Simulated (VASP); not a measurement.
Consider the following.

```
CELL_PARAMETERS angstrom
      0.00000     2.44000     2.44000
      2.44000     0.00000     2.44000
      2.44000     2.44000     0.00000
ATOMIC_POSITIONS crystal
  Y  0.00000 0.00000 0.00000
  N  0.50000 0.50000 0.50000
```

Calculation: PBEsol GGA, VASP's PBE PAW potentials (set 64) (plane waves; VASP 6.6.1). Numerical set-up: 530 eV cut-off, 8×8×8 Γ-centred mesh, Gaussian smearing of 0.050 eV, potentials Y_sv N.

Question: The ions, cell shape and volume are relaxed. What does this cell relax into?

Answer: 
```
CELL_PARAMETERS angstrom
      0.00000     2.42774     2.42774
      2.42774     0.00000     2.42774
      2.42774     2.42774     0.00000
ATOMIC_POSITIONS crystal
  Y  0.00000 0.00000 0.00000
  N  0.50000 0.50000 0.50000
```
Space group Fm-3m (225), at a tolerance of 0.03 Å.

Question: How do energy and volume change from the first to the last step?

Answer: The energy (σ→0) changes by -1.7 meV/atom and the volume by -1.5 %, in 3 ionic steps.

```json
[
 {"step": "1", "E(σ→0) (eV)": "-19.1253", "max force (eV/Å)": "0.000", "pressure (GPa)": "-2.51", "volume (Å³)": "29.05"},
 {"step": "2", "E(σ→0) (eV)": "-19.1237", "max force (eV/Å)": "0.000", "pressure (GPa)": "3.21", "volume (Å³)": "28.11"},
 {"step": "3", "E(σ→0) (eV)": "-19.1287", "max force (eV/Å)": "0.000", "pressure (GPa)": "-0.02", "volume (Å³)": "28.62"}
]
```

The compound is YN in the rock salt structure. This run relaxes it. Symmetry was kept, so distortions that lower it aren't found.
